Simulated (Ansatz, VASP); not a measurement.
**Cross-check of H17C8S3NO5F6 between VASP and Ansatz**

Aim: how closely do two programs agree when they are given the same cell, functional and k mesh? The structure shown is the start of the Ansatz relaxation below; VASP solves that cell, so the two are compared at the walk's first step.

Method: plane waves, with VASP 6.6.1 beside it; single point at PBE with D4, in Ansatz 0.2.0.

## 1. Set-up

The cell holds 120 atoms: 24 C, 9 S, 51 H, 3 N, 15 O and 18 F. Its edges and angles: a = 11.473 Å, b = 11.473 Å, c = 11.473 Å, α = 90.0°, β = 90.0°, γ = 90.0°.

## 2. Ansatz: relaxation, PBE with D4

Ansatz runs on its default PAW (the set named soft_2) files.

The two programs are compared at the cell with which this relaxation starts, whose forces are those of its first step.

File input.yaml:

```yaml
crystal:
  lattice:
    - [11.4726, 0.0, 0.0]
    - [0.0, 11.4726, 0.0]
    - [0.0, 0.0, 11.4726]
  atoms:
    - { symbol: C, position: [0.37338, 0.1622, 0.71539] }
    - { symbol: C, position: [0.24719, 0.12624, 0.74485] }
    - { symbol: S, position: [0.25307, 0.97179, 0.78134] }
    - { symbol: C, position: [0.09562, 0.95965, 0.80866] }
    - { symbol: C, position: [0.06083, 0.00993, 0.92693] }
    - { symbol: C, position: [0.24247, 0.92502, 0.62857] }
    - { symbol: C, position: [0.27849, 0.79454, 0.62822] }
    - { symbol: H, position: [0.43381, 0.14762, 0.78857] }
    - { symbol: H, position: [0.40066, 0.12237, 0.6312] }
    - { symbol: H, position: [0.36701, 0.26134, 0.70978] }
    - { symbol: H, position: [0.20954, 0.1736, 0.80982] }
    - { symbol: H, position: [0.18873, 0.13756, 0.67116] }
    - { symbol: H, position: [0.04468, 0.00615, 0.73871] }
    - { symbol: H, position: [0.08133, 0.87054, 0.803] }
    - { symbol: H, position: [0.06553, 0.10605, 0.92184] }
    - { symbol: H, position: [0.12296, 0.98647, 0.99741] }
    - { symbol: H, position: [0.97157, 0.99185, 0.95063] }
    - { symbol: H, position: [0.15338, 0.93403, 0.59008] }
    - { symbol: H, position: [0.31325, 0.96747, 0.5852] }
    - { symbol: H, position: [0.37224, 0.78926, 0.66502] }
    - { symbol: H, position: [0.26688, 0.76363, 0.53158] }
    - { symbol: H, position: [0.22691, 0.7384, 0.68521] }
    - { symbol: C, position: [0.44102, 0.73828, 0.36478] }
    - { symbol: C, position: [0.50592, 0.80146, 0.27292] }
    - { symbol: S, position: [0.41535, 0.80285, 0.1352] }
    - { symbol: C, position: [0.43266, 0.65064, 0.10561] }
    - { symbol: C, position: [0.37894, 0.62505, 0.98299] }
    - { symbol: C, position: [0.53457, 0.84891, 0.03475] }
    - { symbol: C, position: [0.47966, 0.90944, 0.92963] }
    - { symbol: H, position: [0.43346, 0.64615, 0.34655] }
    - { symbol: H, position: [0.35315, 0.77449, 0.35607] }
    - { symbol: H, position: [0.48846, 0.74654, 0.44708] }
    - { symbol: H, position: [0.5876, 0.76048, 0.2537] }
    - { symbol: H, position: [0.51768, 0.88628, 0.29969] }
    - { symbol: H, position: [0.38185, 0.60443, 0.16853] }
    - { symbol: H, position: [0.52204, 0.62465, 0.12455] }
    - { symbol: H, position: [0.37641, 0.53477, 0.96603] }
    - { symbol: H, position: [0.29264, 0.66126, 0.97345] }
    - { symbol: H, position: [0.44502, 0.66894, 0.92311] }
    - { symbol: H, position: [0.59027, 0.91051, 0.07662] }
    - { symbol: H, position: [0.58591, 0.77341, 0.01597] }
    - { symbol: H, position: [0.42655, 0.84581, 0.8782] }
    - { symbol: H, position: [0.54222, 0.94089, 0.86419] }
    - { symbol: H, position: [0.41722, 0.97632, 0.95569] }
    - { symbol: C, position: [0.26016, 0.45413, 0.49036] }
    - { symbol: C, position: [0.24461, 0.4167, 0.36215] }
    - { symbol: S, position: [0.23953, 0.26209, 0.34273] }
    - { symbol: C, position: [0.22574, 0.27015, 0.19025] }
    - { symbol: C, position: [0.33663, 0.2225, 0.13057] }
    - { symbol: C, position: [0.07743, 0.25486, 0.37317] }
    - { symbol: C, position: [0.04776, 0.12735, 0.37291] }
[... 13 lines left out ...]
    - { symbol: H, position: [0.08816, 0.07361, 0.43968] }
    - { symbol: H, position: [0.05692, 0.08447, 0.29211] }
    - { symbol: "N", position: [0.91694, 0.68742, 0.31678] }
    - { symbol: S, position: [0.04825, 0.68102, 0.28767] }
    - { symbol: O, position: [0.08238, 0.60375, 0.19387] }
    - { symbol: O, position: [0.12651, 0.68152, 0.3836] }
    - { symbol: C, position: [0.05908, 0.81985, 0.21324] }
    - { symbol: F, position: [0.13215, 0.88979, 0.26993] }
    - { symbol: F, position: [0.95802, 0.87457, 0.2034] }
    - { symbol: F, position: [0.09511, 0.81459, 0.10266] }
    - { symbol: S, position: [0.8847, 0.76158, 0.42866] }
    - { symbol: O, position: [0.95736, 0.86527, 0.4358] }
    - { symbol: O, position: [0.76115, 0.77799, 0.45018] }
    - { symbol: C, position: [0.93943, 0.6782, 0.5516] }
    - { symbol: F, position: [0.02494, 0.73834, 0.60986] }
    - { symbol: F, position: [0.8544, 0.65301, 0.62831] }
    - { symbol: F, position: [0.98611, 0.57121, 0.52555] }
    - { symbol: "N", position: [0.64424, 0.34239, 0.57249] }
    - { symbol: S, position: [0.71961, 0.2478, 0.49752] }
    - { symbol: O, position: [0.74345, 0.14223, 0.56165] }
    - { symbol: O, position: [0.81076, 0.29282, 0.42153] }
    - { symbol: C, position: [0.60508, 0.19998, 0.39909] }
    - { symbol: F, position: [0.50309, 0.19836, 0.45364] }
    - { symbol: F, position: [0.61733, 0.08324, 0.37104] }
    - { symbol: F, position: [0.58784, 0.2563, 0.29678] }
    - { symbol: S, position: [0.62547, 0.46028, 0.50936] }
    - { symbol: O, position: [0.72582, 0.50902, 0.45098] }
    - { symbol: O, position: [0.52722, 0.4708, 0.42817] }
    - { symbol: C, position: [0.59418, 0.55476, 0.62855] }
    - { symbol: F, position: [0.58048, 0.66377, 0.59076] }
    - { symbol: F, position: [0.49143, 0.52183, 0.67932] }
    - { symbol: F, position: [0.67715, 0.5624, 0.70693] }
    - { symbol: "N", position: [0.90944, 0.45563, 0.97537] }
    - { symbol: S, position: [0.76711, 0.46255, 0.97052] }
    - { symbol: O, position: [0.70165, 0.38276, 0.89728] }
    - { symbol: O, position: [0.71225, 0.57644, 0.9672] }
    - { symbol: C, position: [0.74484, 0.41373, 0.12704] }
    - { symbol: F, position: [0.63059, 0.44365, 0.16434] }
    - { symbol: F, position: [0.82583, 0.46097, 0.20434] }
    - { symbol: F, position: [0.75509, 0.29289, 0.13852] }
    - { symbol: S, position: [0.96774, 0.33537, 0.94054] }
    - { symbol: O, position: [0.09091, 0.33198, 0.95268] }
    - { symbol: O, position: [0.90738, 0.23135, 0.98339] }
    - { symbol: C, position: [0.94394, 0.32601, 0.78367] }
    - { symbol: F, position: [0.02337, 0.24993, 0.73673] }
    - { symbol: F, position: [0.83644, 0.28781, 0.74787] }
    - { symbol: F, position: [0.96063, 0.42758, 0.72246] }
    - { symbol: O, position: [0.78665, 0.82304, 0.87197] }
    - { symbol: H, position: [0.73986, 0.75471, 0.89915] }
    - { symbol: H, position: [0.75767, 0.84891, 0.79394] }
    - { symbol: O, position: [0.61286, 0.16256, 0.90943] }
    - { symbol: H, position: [0.68715, 0.11766, 0.90153] }
    - { symbol: H, position: [0.63065, 0.24782, 0.91272] }
    - { symbol: O, position: [0.71816, 0.92303, 0.65014] }
    - { symbol: H, position: [0.71481, 0.86798, 0.58264] }
    - { symbol: H, position: [0.74248, 0.00191, 0.62212] }
kpoints:
  mp_grid: { grid: [1, 1, 1] }
hamiltonian:
  xc: pbe
  dispersion: d4
scf:
  occupations: { method: fixed }
output:
  forces: true
relax:
  f_tol: 0.05
  max_steps: 200
  cell: {}
```

Run with:

```sh
$ ansatz run input.yaml --threads 4 --pin off --max-ram 8192MiB --backend cpu --events-out ev --progress --plain --runs-dir out
```

Numbers of over 12 decimals in the logs are rounded to 6 here.

The log of the run:

```text
Engine: ansatz 0.2.0, x86_64-unknown-linux-gnu
Pseudopotentials: kind: paw
Pseudopotential: C, paw, valence charge 4, recommended cutoff 420 eV (normal), C.paw.azcp
Pseudopotential: S, paw, valence charge 6, recommended cutoff 420 eV (normal), S.paw.azcp
Pseudopotential: H, paw, valence charge 1, recommended cutoff 420 eV (normal), H.paw.azcp
Pseudopotential: N, paw, valence charge 5, recommended cutoff 420 eV (normal), N.paw.azcp
Pseudopotential: O, paw, valence charge 6, recommended cutoff 420 eV (normal), O.paw.azcp
Pseudopotential: F, paw, valence charge 7, recommended cutoff 420 eV (normal), F.paw.azcp
Functional definition: PBE
  parameter kappa = 0.804
  parameter beta = 0.066725
  exchange = pbe_x(kappa = kappa, mu = beta*pi^2/3)
  correlation = pbe_c(beta = beta)
Crystal: 120 atoms, lattice volume = 1510.030 Å³
Basis set: ecut = 420 eV, 29423 PW (Γ), exchange–correlation on 160×160×160 points (8 copies of the dense FFT grid, shifted against one another)
Bands: 336, of which v1, the nominal top of the filled ones, is band 216 counted from 1 (215 counted from 0)
Symmetry: 1 space group operations
Space group: P1 (ITA 1), of the structure as read, at distance tolerance 1.1e-4 Å
k-points: 1
Non-local potential: C, projectors of the file, l = 0: 2, l = 1: 2, l = 2: 1
Non-local potential: S, projectors of the file, l = 0: 2, l = 1: 2, l = 2: 2
Non-local potential: H, projectors of the file, l = 0: 2, l = 1: 1
Non-local potential: N, projectors of the file, l = 0: 2, l = 1: 2, l = 2: 1
Non-local potential: O, projectors of the file, l = 0: 2, l = 1: 2, l = 2: 1
Non-local potential: F, projectors of the file, l = 0: 2, l = 1: 2, l = 2: 1
PAW form: soft (Blöchl's): semilocal exchange-correlation on the pseudo side does not see the compensation charge
PAW one-centre angular grid: C, 110 points (default); XC on 64 Gauss nodes
PAW one-centre angular grid: S, 110 points (default); XC on 64 Gauss nodes
PAW one-centre angular grid: H, 110 points (default); XC on 64 Gauss nodes
PAW one-centre angular grid: N, 110 points (default); XC on 64 Gauss nodes
PAW one-centre angular grid: O, 110 points (default); XC on 64 Gauss nodes
PAW one-centre angular grid: F, 110 points (default); XC on 64 Gauss nodes
Initial density: superposition of atomic densities (neutral atoms: chi_scale 0, normalization atom), corrected by the library's trained network
Initial wavefunctions: pseudopotential atomic-orbital guess
Functional: x = pbe(κ = 0.804, μ = 0.219515), c = pbe(β = 0.066725)
SCF iter   1: F=—  HF=-39151.088950 eV  |F-HF|=—  |Δ(HF+E_count)|=         —  Δρ=5.95e-3  dr2=9.24e-1  ethr=1.77e-3  ⟨swp⟩=5.0  Hψ=1130  notcnv=0  defer=116
preconditioner: auto → Resta (q_TF=auto, 2.215 Å⁻¹)  ε∞=2.5  [insulator: Δε(μ)=3.967 eV  Ē_g=15.345 eV  n_scr=256 (ndim 8)  ℏωp=19.0 eV  f_vac=0.308  ε∞_Penn≈2.5]
SCF iter   2: F=—  HF=-39150.814868 eV  |F-HF|=—  |Δ(HF+E_count)|=   2.74e-1  Δρ=3.04e-3  dr2=1.79e-1  ethr=2.14e-4  ⟨swp⟩=3.0  Hψ=531  notcnv=0  defer=118
SCF iter   3: F=—  HF=-39150.786603 eV  |F-HF|=—  |Δ(HF+E_count)|=   2.83e-2  Δρ=1.45e-3  dr2=5.42e-2  ethr=4.14e-5  ⟨swp⟩=3.0  Hψ=419  notcnv=0  defer=62
automatic band count: iteration 3 solves 280 bands in place of 336: the levels show a gap, and the empty bands left out lie too high to hold charge; the band table lists the bands solved (type scf.n_extra_bands for more)
SCF iter   4: F=—  HF=-39150.773174 eV  |F-HF|=—  |Δ(HF+E_count)|=   1.34e-2  Δρ=6.12e-4  dr2=8.63e-3  ethr=1.25e-5  ⟨swp⟩=2.0  Hψ=477  notcnv=0  defer=62
SCF iter   5: F=—  HF=-39150.770940 eV  |F-HF|=—  |Δ(HF+E_count)|=   2.23e-3  Δρ=3.57e-4  dr2=2.13e-3  ethr=2.00e-6  ⟨swp⟩=2.0  Hψ=421  notcnv=0  defer=62
SCF iter   6: F=—  HF=-39150.770467 eV  |F-HF|=—  |Δ(HF+E_count)|=   4.73e-4  Δρ=1.29e-4  dr2=2.87e-4  ethr=4.94e-7  ⟨swp⟩=2.0  Hψ=420  notcnv=0  defer=62
SCF iter   7: F=—  HF=-39150.770442 eV  |F-HF|=—  |Δ(HF+E_count)|=   2.50e-5  Δρ=5.13e-5  dr2=4.15e-5  ethr=6.64e-8  ⟨swp⟩=3.0  Hψ=419  notcnv=0  defer=58
SCF iter   8: F=—  HF=-39150.770343 eV  |F-HF|=—  |Δ(HF+E_count)|=   9.92e-5  Δρ=2.73e-5  dr2=1.05e-5  ethr=9.60e-9  ⟨swp⟩=3.0  Hψ=432  notcnv=0  defer=58
SCF iter   9: F=—  HF=-39150.770342 eV  |F-HF|=—  |Δ(HF+E_count)|=   8.24e-7  Δρ=7.58e-6  dr2=8.62e-7  ethr=2.43e-9  ⟨swp⟩=2.0  Hψ=419  notcnv=0  defer=58
SCF iter  10: F=—  HF=-39150.770342 eV  |F-HF|=—  |Δ(HF+E_count)|=   2.19e-7  Δρ=3.63e-6  dr2=1.95e-7  ethr=1.99e-10  ⟨swp⟩=3.0  Hψ=419  notcnv=0  defer=58
SCF iter  11: F=-39150.770342 eV  HF=-39150.770342 eV  |F-HF|=9.98e-9  |Δ(HF+E_count)|=   2.22e-9  Δρ=1.30e-6  dr2=2.66e-8  ethr=2.31e-11  ⟨swp⟩=5.0  Hψ=910  notcnv=0
SCF 1 converged in 11 iterations: F = -39150.770342 eV  dr2 = 2.66e-8
  greatest PAW one-centre occupation: 0.935 electrons in one spin orbital (limit 2), on the F atom at site 95 (counted from 0), in its partial waves of l = 0
[...]
- { symbol: H, position: [0.069011, 0.764112, 0.825297] }
    - { symbol: H, position: [0.036874, 0.00410418, 0.951959] }
    - { symbol: H, position: [0.062017, 0.850711, 1.024871] }
    - { symbol: H, position: [0.934353, 0.876518, 0.944837] }
    - { symbol: H, position: [0.202882, 0.878979, 0.605096] }
    - { symbol: H, position: [0.348085, 0.914986, 0.641295] }
    - { symbol: H, position: [0.356015, 0.696385, 0.753360] }
    - { symbol: H, position: [0.314391, 0.688146, 0.600975] }
    - { symbol: H, position: [0.210944, 0.659564, 0.720340] }
    - { symbol: C, position: [0.563568, 0.833275, 0.370396] }
    - { symbol: C, position: [0.630308, 0.825391, 0.252859] }
    - { symbol: S, position: [0.534484, 0.832982, 0.126122] }
    - { symbol: C, position: [0.462309, 0.675524, 0.145946] }
    - { symbol: C, position: [0.395229, 0.649456, 1.034671] }
    - { symbol: C, position: [0.623744, 0.830850, -0.00958961] }
    - { symbol: C, position: [0.568377, 0.900604, 0.881940] }
    - { symbol: H, position: [0.496320, 0.757194, 0.388415] }
    - { symbol: H, position: [0.526440, 0.924316, 0.370578] }
    - { symbol: H, position: [0.622367, 0.822495, 0.445628] }
    - { symbol: H, position: [0.673598, 0.737803, 0.254608] }
    - { symbol: H, position: [0.691619, 0.906842, 0.228906] }
    - { symbol: H, position: [0.406710, 0.674562, 0.226731] }
    - { symbol: H, position: [0.527588, 0.608571, 0.166699] }
    - { symbol: H, position: [0.345417, 0.559026, 1.055117] }
    - { symbol: H, position: [0.335007, 0.721469, 1.011551] }
    - { symbol: H, position: [0.451084, 0.642101, 0.955876] }
    - { symbol: H, position: [0.703704, 0.881633, 0.010026] }
    - { symbol: H, position: [0.638298, 0.732624, -0.020587] }
    - { symbol: H, position: [0.483292, 0.858579, 0.866102] }
    - { symbol: H, position: [0.621872, 0.896975, 0.800620] }
    - { symbol: H, position: [0.562090, 1.000097, 0.894933] }
    - { symbol: C, position: [0.195420, 0.362796, 0.542981] }
    - { symbol: C, position: [0.180556, 0.403036, 0.408730] }
    - { symbol: S, position: [0.129725, 0.270673, 0.330326] }
    - { symbol: C, position: [0.129546, 0.341882, 0.172944] }
    - { symbol: C, position: [0.240020, 0.323217, 0.106478] }
    - { symbol: C, position: [-0.019966, 0.249793, 0.376731] }
    - { symbol: C, position: [-0.085065, 0.154611, 0.307802] }
[...]
- { symbol: H, position: [-0.047567, 0.063296, 0.316010] }
    - { symbol: H, position: [-0.092417, 0.188393, 0.211409] }
    - { symbol: N, position: [1.015919, 0.776921, 0.312528] }
    - { symbol: S, position: [0.148522, 0.764615, 0.292988] }
    - { symbol: O, position: [0.165377, 0.713428, 0.178390] }
    - { symbol: O, position: [0.209960, 0.714001, 0.397795] }
    - { symbol: C, position: [0.209338, 0.933204, 0.261692] }
    - { symbol: F, position: [0.222664, 0.984997, 0.365843] }
    - { symbol: F, position: [1.141941, 1.004441, 0.189163] }
    - { symbol: F, position: [0.311746, 0.936460, 0.204789] }
    - { symbol: S, position: [0.957656, 0.796243, 0.440009] }
    - { symbol: O, position: [1.026846, 0.864280, 0.521855] }
    - { symbol: O, position: [0.844643, 0.837075, 0.414283] }
    - { symbol: C, position: [0.929387, 0.630807, 0.520001] }
    - { symbol: F, position: [0.023729, 0.590764, 0.573786] }
    - { symbol: F, position: [0.847109, 0.630121, 0.604584] }
    - { symbol: F, position: [0.896655, 0.550973, 0.439634] }
    - { symbol: N, position: [0.492970, 0.332307, 0.503914] }
    - { symbol: S, position: [0.576080, 0.234977, 0.458846] }
    - { symbol: O, position: [0.545521, 0.110913, 0.525649] }
    - { symbol: O, position: [0.695374, 0.275083, 0.441000] }
    - { symbol: C, position: [0.522406, 0.220556, 0.301881] }
    - { symbol: F, position: [0.412459, 0.175323, 0.307622] }
    - { symbol: F, position: [0.583546, 0.141062, 0.246235] }
    - { symbol: F, position: [0.529945, 0.333700, 0.233855] }
    - { symbol: S, position: [0.522065, 0.482255, 0.489354] }
    - { symbol: O, position: [0.618435, 0.531313, 0.411026] }
    - { symbol: O, position: [0.416050, 0.543231, 0.474617] }
    - { symbol: C, position: [0.566126, 0.505931, 0.647725] }
    - { symbol: F, position: [0.594679, 0.629241, 0.653063] }
    - { symbol: F, position: [0.480005, 0.469092, 0.728988] }
    - { symbol: F, position: [0.654851, 0.438555, 0.677418] }
    - { symbol: N, position: [0.890920, 0.452629, 0.880882] }
    - { symbol: S, position: [0.776228, 0.460688, 0.957695] }
    - { symbol: O, position: [0.713335, 0.342481, 1.002558] }
    - { symbol: O, position: [0.713810, 0.561653, 0.897993] }
    - { symbol: C, position: [0.828750, 0.527704, 0.097693] }
    - { symbol: F, position: [0.738828, 0.548878, 0.167090] }
    - { symbol: F, position: [0.891582, 0.636456, 0.068604] }
    - { symbol: F, position: [0.892049, 0.445645, 0.163219] }
    - { symbol: S, position: [0.958890, 0.330328, 0.873659] }
    - { symbol: O, position: [0.072970, 0.369674, 0.826675] }
    - { symbol: O, position: [0.947999, 0.233644, 0.978778] }
    - { symbol: C, position: [0.888896, 0.250237, 0.748531] }
    - { symbol: F, position: [-0.050570, 0.151663, 0.726857] }
    - { symbol: F, position: [0.782375, 0.207496, 0.780508] }
    - { symbol: F, position: [0.888661, 0.330110, 0.645802] }
    - { symbol: O, position: [0.819691, 0.818360, 0.795916] }
    - { symbol: H, position: [0.787814, 0.732015, 0.796421] }
    - { symbol: H, position: [0.791481, 0.866651, 0.722835] }
    - { symbol: O, position: [0.748567, 0.074756, 1.070072] }
    - { symbol: H, position: [0.824470, 0.095773, 1.034409] }
    - { symbol: H, position: [0.717375, 0.157326, 1.059901] }
    - { symbol: O, position: [0.752411, 0.975433, 0.595416] }
    - { symbol: H, position: [0.777781, 0.937409, 0.524180] }
    - { symbol: H, position: [0.683540, 0.017040, 0.572304] }
```

The column dr2 measures how far the density is from self-consistency, as an energy; F and HF (Harris–Foulkes) agree once it is small.

(Continued in part 2 of 2.)

[Lines on the potential files, build, host, timing and source positions are cut from VASP's logs without a mark.]

[Logs are printed without paths, hosts, clocks, repeated set-up lines and the standing remarks that a program may print on its own settings, such as how far it seeks lower states.]

[Hosts, paths, dates, database ids (printed as entryN), source tags and the programs' standing remarks are cut or masked in the printed files.]
